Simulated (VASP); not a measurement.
A VASP calculation is set up with these files.

### KPOINTS
```
Automatic mesh
0
Gamma
11 11 11
0 0 0
```

**INCAR**
```
LMAXMIX  =  4   ! l cut-off of mixed one-centre charges
SIGMA  =  0.1   ! width (eV)
IBRION  =  2   ! conjugate gradients
EDIFF  =  1E-6   ! SCF stop (eV)
ISMEAR  =  1
LCHARG  =  .FALSE.
NELM  =  100   ! most electronic steps
EDIFFG  =  -0.01   ! ionic stop
LREAL  =  .FALSE.   ! projection in real space or not
GGA  =  PS   ! PBEsol
LWAVE  =  .FALSE.
ALGO  =  Normal   ! blocked Davidson
SYSTEM  =  MgSn
ENCUT  =  400
ISIF  =  3   ! ions, shape and volume
NSW  =  60   ! most ionic steps
PREC  =  Accurate
LASPH  =  .TRUE.
```

POSCAR:
```
MgSn
1
    1.7553950000     1.0134780000     4.4775730000
   -1.7553950000     1.0134780000     4.4775730000
    0.0000000000    -2.0269560000     4.4775730000
Mg Sn
1 1
Direct
  0.0000000000   0.0000000000   0.0000000000
  0.5000000000   0.5000000000   0.5000000000
```

POTCAR, in this order: Mg Sn_d (PBE.64 set). Program: vasp_std.

### Question
Write an equivalent input for Quantum ESPRESSO's pw.x.

### Answer
One equivalent input (not run):
```
&CONTROL
  calculation = 'vc-relax'
  pseudo_dir = './pseudo'
  outdir = './out'
  tprnfor = .true.
  tstress = .true.
  nstep = 60
  forc_conv_thr = 0.00039
/
&SYSTEM
  ibrav = 0
  nat = 2
  ntyp = 2
  ecutwfc = 84
  occupations = 'smearing'
  smearing = 'methfessel-paxton'
  degauss = 0.00735
  input_dft = 'pbesol'
/
&ELECTRONS
  conv_thr = 7.3e-08
  electron_maxstep = 100
/
&IONS
/
&CELL
/
ATOMIC_SPECIES
  Mg 24.305 Mg.upf
  Sn 118.710 Sn.upf
CELL_PARAMETERS angstrom
     1.7553950    1.0134780    4.4775730
    -1.7553950    1.0134780    4.4775730
     0.0000000   -2.0269560    4.4775730
ATOMIC_POSITIONS crystal
  Mg   0.0000000  0.0000000  0.0000000
  Sn   0.5000000  0.5000000  0.5000000
K_POINTS automatic
  11 11 11 0 0 0
```
What does not carry over: the potentials are each code's own (VASP's PAW set, PseudoDojo norm-conserving files in pw.x), so ENCUT and ecutwfc are chosen apart and not converted; conv_thr bounds pw.x's estimated SCF error, while EDIFF bounds the energy change between steps; forc_conv_thr acts on force components and is met together with etot_conv_thr.

The structure comes from a computed database's MgSn entry (R-3m); how it stands against other phases isn't given here. This run relaxes it. Symmetry was kept, so distortions that lower it aren't found.
